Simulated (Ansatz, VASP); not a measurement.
# Cross-check of C (Diamond) between VASP and Ansatz

One calculation is typed for both programs; each brings its own data sets. How far apart do they land? The cell is taken from a series of runs on this material, whose earlier steps may have relaxed, scaled, displaced or heated it; both programs get it as it stands.

Program: Ansatz 0.2.0. Level of theory: plane waves, with VASP 6.6.1 beside it; single point at PBE. Results are calculated unless marked as measured.

### 1. Starting point

The structure is cubic, space group Fd-3m (No. 227). Conventional cell: a = 3.523 Å, b = 3.523 Å, c = 3.523 Å, α = 90.00°, β = 90.00°, γ = 90.00°. C has 4 C at 1.53 Å nearest.

### 2. VASP: single point, PBE, pair 1

A single point gives forces, pressure and levels at one fixed geometry, so differences don't come from the geometry; what else differs is listed under the comparison.

Lines of VASP's logs that name or quote its potential files are left out, and so is its time.

The input, INCAR:

```
SYSTEM = C
PREC = Accurate
ENCUT = 600
EDIFF = 1E-06
NELM = 120
ISMEAR = 0
SIGMA = 0.01
LREAL = .FALSE.
ALGO = Normal
GGA = PE
NBANDS = 10
LORBIT = 11
LWAVE = .FALSE.
LCHARG = .FALSE.
ISIF = 2
LASPH = .TRUE.
GGA_COMPAT = .FALSE.
EFERMI = MIDGAP
```

The input, POSCAR:

```
C
1.0
    0.0000000000      1.7616789815      1.7616789815
    1.7616789815      0.0000000000      1.7616789815
    1.7616789815      1.7616789815      0.0000000000
C
2
Direct
    0.5000000000      0.5000000000      0.5000000000
    0.7500000000      0.7500000000      0.7500000000
```

The input, KPOINTS:

```
Automatic mesh
0
Gamma
12 12 12
0 0 0
```

The projector-augmented-wave data sets are C (PBE family, release 64).

Run with:

```console
mpirun -np 1 vasp_std
```

Numbers of over 12 decimals in the logs are rounded to 6 here.

What it wrote:

```text
[banner, memory and clock lines left out]
running    1 mpi-ranks, on    1 nodes
 distrk:  each k-point on    1 cores,    1 groups
 distr:  one band on    1 cores,    1 groups

 POSCAR found type information on POSCAR C
 POSCAR found :  1 types and       2 ions
 LDA part: xc-table for (Slater+PW92), standard interpolation
 POSCAR, INCAR and KPOINTS ok, starting setup
 FFT: planning ... GRIDC
 FFT: planning ... GRID_SOFT
 FFT: planning ... GRID
 WAVECAR not read
 entering main loop
       N       E                     dE             d eps       ncg     rms          rms(c)
DAV:   1     0.407036243235E+01    0.40704E+01   -0.53334E+03  1490   0.869E+02
DAV:   2    -0.184693976611E+02   -0.22540E+02   -0.22024E+02  2050   0.143E+02
DAV:   3    -0.188722056740E+02   -0.40281E+00   -0.40200E+00  1710   0.154E+01
DAV:   4    -0.188730520426E+02   -0.84637E-03   -0.84633E-03  1550   0.785E-01
DAV:   5    -0.188730530904E+02   -0.10478E-05   -0.10478E-05  1662   0.269E-02    0.580E+00
DAV:   6    -0.183395907652E+02    0.53346E+00   -0.29702E-01  1500   0.412E+00    0.346E+00
DAV:   7    -0.181602047374E+02    0.17939E+00   -0.35492E-01  1580   0.457E+00    0.811E-01
DAV:   8    -0.181620429546E+02   -0.18382E-02   -0.84695E-03  1492   0.752E-01    0.447E-02
DAV:   9    -0.181620725999E+02   -0.29645E-04   -0.66807E-05  1754   0.702E-02    0.241E-02
DAV:  10    -0.181620922335E+02   -0.19634E-04   -0.14985E-05  1494   0.378E-02    0.510E-03
DAV:  11    -0.181620922878E+02   -0.54332E-07   -0.19345E-07  1248   0.448E-03
   1 F= -.18162092E+02 E0= -.18162092E+02  d E =0.000000E+00
```

OUTCAR, selected parts (step 2):

```text
ion  position               nearest neighbor table
   1  0.500  0.500  0.500-   2 1.53   2 1.53   2 1.53   2 1.53
   2  0.750  0.750  0.750-   1 1.53   1 1.53   1 1.53   1 1.53

  LATTYP: Found a face centered cubic cell.
 ALAT       =     3.5233579630

 Subroutine GETGRP returns: Found 48 space group operations
 (whereof 24 operations were pure point group operations)

The static configuration has the point symmetry T_d .
 The point group associated with its full space group is O_h .

 Found     72 irreducible k-points:

   k-points           NKPTS =     72   k-points in BZ     NKDIM =     72   number of bands    NBANDS=     10

   dimension x,y,z NGX =    20 NGY =   20 NGZ =   20
   dimension x,y,z NGXF=    40 NGYF=   40 NGZF=   40

   ENCUT  =  600.0 eV  44.10 Ry    6.64 a.u.   4.98  4.98  4.98*2*pi/ulx,y,z

   NELECT =       8.0000    total number of electrons

 k-points in reciprocal lattice and weights: Automatic mesh
   0.00000000  0.00000000  0.00000000       0.001
   0.08333333  0.00000000  0.00000000       0.005
   0.16666667  0.00000000  0.00000000       0.005
   0.25000000  0.00000000  0.00000000       0.005
   0.33333333  0.00000000  0.00000000       0.005
   0.41666667  0.00000000  0.00000000       0.005
   0.50000000  0.00000000  0.00000000       0.002
   0.08333333  0.08333333  0.00000000       0.003
   0.16666667  0.08333333  0.00000000       0.014
[...]
-0.33333333  0.50000000  0.16666667       0.007
  -0.25000000  0.50000000  0.25000000       0.003

 average (electrostatic) potential at core
       1 -44.8519       2 -44.8519

 E-fermi :  12.3858

 k-point     1 :       0.0000    0.0000    0.0000
  band No.  band energies     occupation
      1     -11.7095      2.00000
      2      10.2669      2.00000
      3      10.2669      2.00000
      4      10.2669      2.00000
      5      15.9584      0.00000
      6      15.9584      0.00000
      7      15.9584      0.00000
      8      24.4498      0.00000
      9      30.0388      0.00000
    ...

 k-point     2 :       0.0833    0.0000    0.0000
  band No.  band energies     occupation
      1     -11.5123      2.00000
      2       9.0038      2.00000
      3       9.9309      2.00000
      4       9.9309      2.00000
      5      16.3988      0.00000
      6      16.3988      0.00000
      7      16.7176      0.00000
      8      24.5862      0.00000
      9      30.3625      0.00000
    ...

 k-point     3 :       0.1667    0.0000    0.0000
  band No.  band energies     occupation
      1     -10.9232      2.00000
      2       6.4060      2.00000
      3       9.2039      2.00000
      4       9.2039      2.00000
      5      17.3510      0.00000
      6      17.3510      0.00000
      7      17.8996      0.00000
      8      24.9733      0.00000
      9      31.0369      0.00000
    ...

  Total        1.3058020      1.3058020      1.3058020      0.0000000      0.0000000      0.0000000
  in kB      191.3275864    191.3275864    191.3275864      0.0000000      0.0000000      0.0000000
  external PRESSURE =     191.3275864 kB  Pullay stress =       0.0000000 kB

  energy-cutoff  :      600.00
  volume of cell :       10.93
      direct lattice vectors                 reciprocal lattice vectors
     0.000000000  1.761678982  1.761678982    -0.283820154  0.283820154  0.283820154
     1.761678982  0.000000000  1.761678982     0.283820154 -0.283820154  0.283820154
     1.761678982  1.761678982  0.000000000     0.283820154  0.283820154 -0.283820154

 POSITION                                       TOTAL-FORCE (eV/Angst)
 -----------------------------------------------------------------------------------
      1.76168      1.76168      1.76168        -0.000000     -0.000000      0.000000
      2.64252      2.64252      2.64252         0.000000      0.000000     -0.000000
 -----------------------------------------------------------------------------------
    total drift:                                0.000000     -0.000000      0.000000

  FREE ENERGIE OF THE ION-ELECTRON SYSTEM (eV)
  ---------------------------------------------------
  free  energy   TOTEN  =       -18.1620922878 eV

  energy  without entropy=      -18.1620922878  energy(sigma->0) =      -18.16209229

 total charge
# of ion       s       p       d       tot
------------------------------------------
    1        0.834   1.788   0.000   2.622
    2        0.834   1.788   0.000   2.622
--------------------------------------------------
tot          1.668   3.576   0.000   5.244

[... 3 further parts left out ...]
```

The run ends at a pressure of 19.13 GPa.

### 3. Ansatz: single point, PBE, pair 1

Ansatz runs on its PAW soft_1 files.

The same cell, functional and mesh now go to Ansatz, which takes its cutoff from its data sets.

The input, input.yaml:

```yaml
crystal:
  lattice:
    - [0.0, 1.7616789815, 1.7616789815]
    - [1.7616789815, 0.0, 1.7616789815]
    - [1.7616789815, 1.7616789815, 0.0]
  atoms:
    - { symbol: C, position: [0.5, 0.5, 0.5] }
    - { symbol: C, position: [0.75, 0.75, 0.75] }
kpoints:
  mp_grid: { grid: [12, 12, 12] }
hamiltonian:
  xc: pbe
  pseudopotentials: { kind: paw, azcp: { folder: soft_1 } }
scf:
  occupations: { method: fixed }
output:
  forces: true
  stress: true
  eigenvalues: true
```

Run with:

```console
ansatz run input.yaml --threads 4 --pin off --max-ram 10240MiB --backend cpu --events-out ev --progress --plain --runs-dir out
```

What it wrote:

```text
Engine: ansatz 0.2.0, x86_64-unknown-linux-gnu
Pseudopotentials: kind: paw
Pseudopotential: C, paw, valence charge 4, recommended cutoff 420 eV (normal), soft_1/C.paw.azcp
Functional definition: PBE
  parameter kappa = 0.804
  parameter beta = 0.066725
  exchange = pbe_x(kappa = kappa, mu = beta*pi^2/3)
  correlation = pbe_c(beta = beta)
Crystal: 2 atoms, lattice volume = 10.935 Å³
Basis set: ecut = 420 eV, 181 PW (Γ), exchange–correlation on 36×36×36 points (8 copies of the dense FFT grid, shifted against one another)
Bands: 8, of which v1, the nominal top of the filled ones, is band 4 counted from 1 (3 counted from 0)
Symmetry: 48 space group operations
Space group: Fd-3m (ITA 227), of the structure as read, at distance tolerance 2.2e-5 Å
k-points: 72 of 1728
Non-local potential: C, projectors of the file, l = 0: 2, l = 1: 2, l = 2: 1
PAW form: soft (Blöchl's): semilocal exchange-correlation on the pseudo side does not see the compensation charge
PAW one-centre angular grid: C, 110 points (default); XC on 64 Gauss nodes
Initial density: superposition of atomic densities (chi_scale 0.1, normalization cell)
Initial wavefunctions: pseudopotential atomic-orbital guess
Functional: x = pbe(κ = 0.804, μ = 0.219515), c = pbe(β = 0.066725)
SCF iter   1: F=—  HF=-502.204660 eV  |F-HF|=—  |Δ(HF+E_count)|=         —  Δρ=1.48e-1  dr2=1.68e0  ethr=3.10e-3  ⟨swp⟩=3.9  Hψ=3330  notcnv=0  defer=115
preconditioner: auto → none  [insulator: Δε(μ)=4.933 eV  Ē_g=20.172 eV  n_scr=0 (ndim 8)  ℏωp=31.8 eV  f_vac=0.000  ε∞_Penn≈3.5]
SCF iter   2: F=—  HF=-501.646765 eV  |F-HF|=—  |Δ(HF+E_count)|=   5.58e-1  Δρ=5.86e-2  dr2=2.34e-1  ethr=3.10e-3  ⟨swp⟩=2.6  Hψ=1566  notcnv=0  defer=111
SCF iter   3: F=—  HF=-501.587948 eV  |F-HF|=—  |Δ(HF+E_count)|=   5.88e-2  Δρ=6.14e-3  dr2=1.30e-3  ethr=2.92e-3  ⟨swp⟩=3.0  Hψ=1025  notcnv=0  defer=127
SCF iter   4: F=—  HF=-501.588475 eV  |F-HF|=—  |Δ(HF+E_count)|=   5.27e-4  Δρ=2.76e-4  dr2=3.48e-6  ethr=1.63e-5  ⟨swp⟩=2.9  Hψ=882  notcnv=0  defer=141
SCF iter   5: F=—  HF=-501.588478 eV  |F-HF|=—  |Δ(HF+E_count)|=   2.34e-6  Δρ=3.57e-5  dr2=3.29e-8  ethr=1.25e-9  ⟨swp⟩=6.8  Hψ=3141  notcnv=0
SCF iter   6: F=-501.588478 eV  HF=-501.588478 eV  |F-HF|=9.05e-11  |Δ(HF+E_count)|=   6.96e-8  Δρ=3.57e-6  dr2=4.57e-10  ethr=4.12e-10  ⟨swp⟩=2.5  Hψ=2267  notcnv=0
SCF 1 converged in 6 iterations: F = -501.588478 eV  dr2 = 4.57e-10
  greatest PAW one-centre occupation: 0.652 electrons in one spin orbital (limit 2), on the C atom at site 1 (counted from 0), in its partial waves of l = 0
SCF converged after 6 iterations
Free energy (F): -501.588478 eV
Harris-Foulkes:  -501.588478 eV  (|F-HF|=9.05e-11)
Internal energy: -501.588478 eV  (E = F + TS)
E sigma→0 (E₀):  -501.588478 eV
Fermi energy:    14.022160 eV
--- Per-component energies (eV) ---
  E_band       = 38.491894
  E_kinetic    = 182.332455
  E_local      = -107.540264  (includes V_loc(G=0)·N_el)
  E_nonlocal   = 46.119199
  E_hartree    = 25.948194
  E_xc         = -96.068727
  E_vxc        = -118.697917  (∫ρ·V_xc dr)
  E_paw        = -200.133673  (= ΣΔE_a)
  E_vpaw       = -15.617891  (= ΣTr[D̂ρ^β])
  E_aug_tail   = 0.000044  (compensation charges beyond the density's cutoff)
  E_ewald      = -352.245706
  E_smearing   = -0.000000  (= −TS)
  E_closure    = -0.000000  (closes the sum)
  Σ components = -501.588478   (vs F -501.588478, Δ=0.00e0)
--- Forces (eV/Å), atoms counted from 1 ---
  atom   1  C     -0.00000000     0.00000000    -0.00000000
  atom   2  C     -0.00000000     0.00000000    -0.00000000
  max |Σ_I F_I| component: 1.78e-16 eV/Å
--- Stress (GPa, compression-positive) ---
       19.044031      -0.000000       0.000000
       -0.000000      19.044031       0.000000
        0.000000       0.000000      19.044031
  P = ⅓ Tr σ = 19.0440 GPa (190.440 kbar)
--- Band table (eV; the first three rows and the last of 72) ---
  k-point 0: bands = ["-7.9665", "14.0222", "14.0222", "14.0222", "19.7163", "19.7163", "19.7163", "28.1169"]
  k-point 1: bands = ["-7.7695", "12.7578", "13.6853", "13.6853", "20.1551", "20.1551", "20.4719", "28.2555"]
  k-point 2: bands = ["-7.1801", "10.1594", "12.9567", "12.9567", "21.1058", "21.1058", "21.6476", "28.6517"]
  k-point 71: bands = ["1.8385", "1.8385", "5.3700", "5.3700", "24.8074", "24.8074", "26.7906", "26.7906"]
```

Reading the cycles: dr2 is the Hartree energy of the density residual (eV), the measure of convergence; HF is the Harris–Foulkes estimate of the energy, which meets the free energy F at convergence.

The run ends at a pressure of 19.04 GPa.

### 4. Differences

Known differences besides the potentials themselves: fixed occupations in Ansatz, narrow Gaussian smearing in VASP; the cutoff is 420 eV in Ansatz and 600 eV in VASP. Total energies have different zeros and are not compared.

Compared:

```tsv
quantity	Ansatz	VASP	difference
pressure (GPa)	19.04	19.13	-0.09
gap on the k mesh (eV)	4.244	4.238	+0.007
```

A gap on the mesh is an upper bound, since the band edges may lie between its points.

### 5. Ansatz: single point, PBE, pair 2

A single point gives forces, pressure and levels at one fixed geometry, so differences don't come from the geometry; what else differs is listed under the comparison. The cell compared in this pair holds 10.71 Å³, against 10.93 Å³ for the pair before.

The cell is taken from a series of runs on this material, whose earlier steps may have relaxed, scaled, displaced or heated it; both programs get it as it stands.

input.yaml, the sections that differ from step 3:

```yaml
crystal:
  lattice:
    - [0.0, 1.749359145, 1.749359145]
    - [1.749359145, 0.0, 1.749359145]
    - [1.749359145, 1.749359145, 0.0]
  atoms:
    - { symbol: C, position: [0.5, 0.5, 0.5] }
    - { symbol: C, position: [0.75, 0.75, 0.75] }
# kpoints, hamiltonian, scf, output: as in step 3
```

What it wrote:

```text
[...]
Crystal: 2 atoms, lattice volume = 10.707 Å³
Basis set: ecut = 420 eV, 181 PW (Γ), exchange–correlation on 36×36×36 points (8 copies of the dense FFT grid, shifted against one another)
Bands: 8, of which v1, the nominal top of the filled ones, is band 4 counted from 1 (3 counted from 0)
Symmetry: 48 space group operations
[...]
k-points: 72 of 1728
[...]
Free energy (F): -501.553770 eV
[...]
Internal energy: -501.553770 eV  (E = F + TS)
E sigma→0 (E₀):  -501.553770 eV
Fermi energy:    14.417040 eV
[...]
--- Stress (GPa, compression-positive) ---
       30.007862      -0.000000       0.000000
       -0.000000      30.007862      -0.000000
        0.000000       0.000000      30.007862
  P = ⅓ Tr σ = 30.0079 GPa (300.079 kbar)
--- Band table (eV; the first three rows and the last of 72) ---
[...]
[key lines of the parts left out:]
SCF converged after 6 iterations
```

The run ends at a pressure of 30.01 GPa.

### 6. VASP: single point, PBE, pair 2

The same cell, functional and mesh now go to VASP, with its own data sets.

INCAR is that of step 2.

The input, POSCAR:

```
C
1.0
    0.0000000000      1.7493591450      1.7493591450
    1.7493591450      0.0000000000      1.7493591450
    1.7493591450      1.7493591450      0.0000000000
C
2
Direct
    0.5000000000      0.5000000000      0.5000000000
    0.7500000000      0.7500000000      0.7500000000
```

KPOINTS is that of step 2.

Run with:

```console
mpirun -np 1 vasp_std
```

What it wrote:

```text
[... set-up lines as in an earlier step ...]
 entering main loop
       N       E                     dE             d eps       ncg     rms          rms(c)
DAV:   1     0.199771897871E+01    0.19977E+01   -0.53103E+03  1472   0.860E+02
DAV:   2    -0.185224385874E+02   -0.20520E+02   -0.19842E+02  2058   0.138E+02
DAV:   3    -0.188804663311E+02   -0.35803E+00   -0.35700E+00  1710   0.142E+01
DAV:   4    -0.188811174648E+02   -0.65113E-03   -0.65110E-03  1592   0.691E-01
[...]
DAV:   9    -0.181260212144E+02   -0.27534E-04   -0.65985E-05  1754   0.698E-02    0.247E-02
DAV:  10    -0.181260410146E+02   -0.19800E-04   -0.14725E-05  1520   0.377E-02    0.509E-03
DAV:  11    -0.181260410778E+02   -0.63175E-07   -0.19223E-07  1256   0.451E-03
   1 F= -.18126041E+02 E0= -.18126041E+02  d E =0.000000E+00
```

(Part 1 of 2 ends here.)

[Lines on the potential files, build, host, timing and source positions are cut from VASP's logs without a mark.]

[Logs are printed without paths, hosts, clocks, repeated set-up lines and the standing remarks that a program may print on its own settings, such as how far it seeks lower states.]

[Hosts, paths, dates, database ids (printed as entryN), source tags and the programs' standing remarks are cut or masked in the printed files.]
